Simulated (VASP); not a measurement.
Method: LDA (Ceperley-Alder, Perdew-Zunger), VASP's LDA PAW potentials (set 64) (plane waves; VASP).

Input for VASP

### POSCAR
```
Si
1
    0.0000000000     2.7014819981     2.7014819981
    2.7014819981     0.0000000000     2.7014819981
    2.7014819981     2.7014819981     0.0000000000
Si
2
Direct
  0.2500000000   0.2500000000   0.2500000000
  0.0000000000   0.0000000000   0.0000000000
```

KPOINTS:
```
k-points along high-symmetry lines
15
Line-mode
Reciprocal
  0.000000   0.000000   0.000000 ! GAMMA
  0.500000   0.000000   0.500000 ! X

  0.500000   0.000000   0.500000 ! X
  0.625000   0.250000   0.625000 ! U

  0.375000   0.375000   0.750000 ! K
  0.000000   0.000000   0.000000 ! GAMMA

  0.000000   0.000000   0.000000 ! GAMMA
  0.500000   0.500000   0.500000 ! L

  0.500000   0.500000   0.500000 ! L
  0.500000   0.250000   0.750000 ! W

  0.500000   0.250000   0.750000 ! W
  0.500000   0.000000   0.500000 ! X
```

INCAR:
```
ALGO = Normal
EDIFF = 1E-7
ENCUT = 400
ICHARG = 11
ISMEAR = 0
LASPH = .True.
LCHARG = .False.
LORBIT = 11
LREAL = .False.
LWAVE = .False.
NELM = 100
PREC = Accurate
SIGMA = 0.05
SYSTEM = Si
```

POTCAR, in this order: Si (LDA.64 set). Program: vasp_std. Read from the step before: CHGCAR.

What VASP printed:

File OUTCAR:
```
 ion  position               nearest neighbor table
   1  0.250  0.250  0.250-   2 2.34   2 2.34   2 2.34   2 2.34
   2  0.000  0.000  0.000-   1 2.34   1 2.34   1 2.34   1 2.34
  LATTYP: Found a face centered cubic cell.
 ALAT       =     5.4029639962
 Subroutine PRICEL returns:
 Original cell was already a primitive cell.
 Subroutine GETGRP returns: Found 48 space group operations
The static configuration has the point symmetry T_d .
 The point group associated with its full space group is O_h .
The dynamic configuration has the point symmetry T_d .
 Subroutine INISYM returns: Found 48 space group operations
   k-points           NKPTS =     90   k-points in BZ     NKDIM =     90   number of bands    NBANDS=      8
   number of dos      NEDOS =    301   number of ions     NIONS =      2
   total plane-waves  NPLWV =  21952
   dimension x,y,z NGX =    28 NGY =   28 NGZ =   28
   dimension x,y,z NGXF=    56 NGYF=   56 NGZF=   56
   ions per type =               2
   PREC   = accura    normal or accurate (medium, high low for compatibility)
   ISTART =      0    job   : 0-new  1-cont  2-samecut
   ICHARG =     11    charge: 1-file 2-atom 10-const
   ISPIN  =      1    spin polarized calculation?
   LNONCOLLINEAR =      F non collinear calculations
   LSORBIT =      F    spin-orbit coupling
   INIWAV =      1    electr: 0-lowe 1-rand  2-diag
   ENCUT  =  400.0 eV  29.40 Ry    5.42 a.u.   6.23  6.23  6.23*2*pi/ulx,y,z
   NELM   =    100;   NELMIN=  2; NELMDL= -5     # of ELM steps
   EDIFF  = 0.1E-06   stopping-criterion for ELM
   LREAL  =      F    real-space projection
   NLSPLINE    = F    spline interpolate recip. space projectors
   LMAXMIX     =    2 max onsite mixed and CHGCAR
   VOSKOWN=      0    Vosko Wilk Nusair interpolation
   EDIFFG = 0.1E-05   stopping-criterion for IOM
   NSW    =      0    number of steps for IOM
   NBLOCK =      1;   KBLOCK =      1    inner block; outer block
   IBRION =     -1    ionic relax: 0-MD 1-quasi-New 2-CG
   NFREE  =      0    steps in history (QN), initial steepest desc. (CG)
   ISIF   =      2    stress and relaxation
   ISYM   =      2    0-nonsym 1-usesym 2-fastsym
   TEIN   =    0.0    initial temperature
   TEBEG  =    0.0;   TEEND  =   0.0 temperature during run
   SMASS  =  -3.00    Nose mass-parameter (am)
   PSTRESS=    0.0 pullay stress
   NELECT =       8.0000    total number of electrons
   EFERMI =   0.00;   METHOD = LEGACY
   ISMEAR =     0;   SIGMA  =   0.05  broadening in eV -4-tet -1-fermi 0-gaus
   IALGO  =     38    algorithm
   LDIAG  =      T    sub-space diagonalisation (order eigenvalues)
   IMIX   =      4    mixing-type and parameters
     AMIX     =   0.40;   BMIX     =  1.00
     AMIX_MAG =   1.60;   BMIX_MAG =  1.00
     AMIN     =   0.10
   GGA     = CA    functional components
   VOSKOWN =     0    Vosko Wilk Nusair interpolation
   LHFCALC =     F    Hartree Fock is set to
   LHFONE  =     F    Hartree Fock one center treatment
   AEXX    =    0.0000 exact exchange contribution
   IVDW    =     0    specifies the selected vdW correction
   LEPSILON=     F    determine dielectric tensor
   LRPA    =     F    only Hartree local field effects (RPA)
  energy-cutoff  :      400.00
  volume of cell :       39.43
      direct lattice vectors                 reciprocal lattice vectors
     0.000000000  2.701481998  2.701481998    -0.185083595  0.185083595  0.185083595
     2.701481998  0.000000000  2.701481998     0.185083595 -0.185083595  0.185083595
     2.701481998  2.701481998  0.000000000     0.185083595  0.185083595 -0.185083595
 k-point     1 :   0.0000 0.0000 0.0000  plane waves:     725
 k-point     2 :   0.0357 0.0000 0.0357  plane waves:     725
 k-point     3 :   0.0714 0.0000 0.0714  plane waves:     717
 k-point     4 :   0.1071 0.0000 0.1071  plane waves:     713
 k-point     5 :   0.1429 0.0000 0.1429  plane waves:     701
 k-point     6 :   0.1786 0.0000 0.1786  plane waves:     705
 k-point     7 :   0.2143 0.0000 0.2143  plane waves:     717
 k-point     8 :   0.2500 0.0000 0.2500  plane waves:     713
 k-point     9 :   0.2857 0.0000 0.2857  plane waves:     721
...
```

OSZICAR:
```
       N       E                     dE             d eps       ncg     rms          rms(c)
DAV:   1     0.500233566578E+01    0.50023E+01   -0.28945E+03  1448   0.622E+02
DAV:   2    -0.100111211781E+02   -0.15013E+02   -0.14242E+02  2216   0.728E+01
DAV:   3    -0.102436780927E+02   -0.23256E+00   -0.23256E+00  1872   0.112E+01
DAV:   4    -0.102446617008E+02   -0.98361E-03   -0.98361E-03  2456   0.756E-01
DAV:   5    -0.102446628501E+02   -0.11494E-05   -0.11492E-05  1832   0.186E-02
DAV:   6    -0.102446628630E+02   -0.12852E-07   -0.13047E-07  2448   0.131E-03
   1 F= -.10244663E+02 E0= -.10244663E+02  d E =-.681145E-11
```

**OUTCAR**
```
 val. band max:        5.9283686251   @ k =   0.0000   0.0000   0.0000

 cond. band min:       6.3708227112   @ k =   0.4286   0.0000   0.4286



 k-point     1 :       0.0000    0.0000    0.0000
  band No.  band energies     occupation
      1      -6.1346      2.00000
      2       5.9284      2.00000
      3       5.9284      2.00000
      4       5.9284      2.00000
      5       8.4589      0.00000
      6       8.4589      0.00000
      7       8.4589      0.00000
      8       9.3140      0.00000

 k-point     2 :       0.0357    0.0000    0.0357
  band No.  band energies     occupation
      1      -6.1120      2.00000
      2       5.7802      2.00000
      3       5.8322      2.00000
      4       5.8322      2.00000
      5       8.4003      0.00000
      6       8.5825      0.00000
      7       8.5825      0.00000
      8       9.4582      0.00000

 k-point     3 :       0.0714    0.0000    0.0714
  band No.  band energies     occupation
      1      -6.0441      2.00000
      2       5.3969      2.00000
      3       5.5884      2.00000
      4       5.5884      2.00000
      5       8.2389      0.00000
      6       8.9085      0.00000
      7       8.9085      0.00000
      8       9.8134      0.00000

 k-point     4 :       0.1071    0.0000    0.1071
  band No.  band energies     occupation
      1      -5.9312      2.00000
      2       4.8809      2.00000
      3       5.2727      2.00000
      4       5.2727      2.00000
      5       8.0071      0.00000
      6       9.3600      0.00000
      7       9.3600      0.00000
      8      10.2028      0.00000

 k-point     5 :       0.1429    0.0000    0.1429
  band No.  band energies     occupation
      1      -5.7737      2.00000
      2       4.2982      2.00000
      3       4.9357      2.00000
      4       4.9357      2.00000
      5       7.7394      0.00000
      6       9.8855      0.00000
      7       9.8855      0.00000
      8      10.3448      0.00000
...
```

The density is held fixed in this step, so its total energy and stress have no physical meaning.

The structure comes from a computed database's Si entry (Fd-3m); how it stands against other phases isn't given here. It was relaxed first.
